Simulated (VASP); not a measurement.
Crystal: RuSe.

```
Ru Se
1.0
     0.00000    2.90633    2.90633
     2.90633    0.00000    2.90633
     2.90633    2.90633    0.00000
Ru Se
1 1
Direct
  0.00000 0.00000 0.00000
  0.25000 0.25000 0.25000
```

The cell comes from a database or a generator and needn't be the stable form of this composition.

Base run:

| Property | Result |
| --- | --- |
| Program | VASP 6.6.1 |
| Functional | r2SCAN |
| Potentials or basis | VASP PAW PBE potentials, release 64 (Ru_pv, Se) |
| Cutoff | 520 eV |
| k mesh | 6 × 6 × 6 |
| Occupations | gaussian, width 0.05 eV |
| Spin | collinear spin, random start |
| Starting moments | [-0.86, 0.0] μB |
| Hubbard terms | Ru d U = 3 eV |

Its results: band gap on the k mesh none (metal or under the smearing width); pressure -1.3 GPa; net moment -2.00 μB per cell.

The run is repeated on the same cell with these changes: spin from collinear spin, random start to collinear spin, zero start; moments at the start from [-0.86, 0.0] to [0.0, 0.0]. What comes out?

Band gap on the k mesh none (metal or under the smearing width); pressure -13.9 GPa; net moment 0.00 μB per cell.

Caveats: the PAW data sets were made with another functional, which shifts forces and pressure a little.

Not every run made on this cell is shown here.
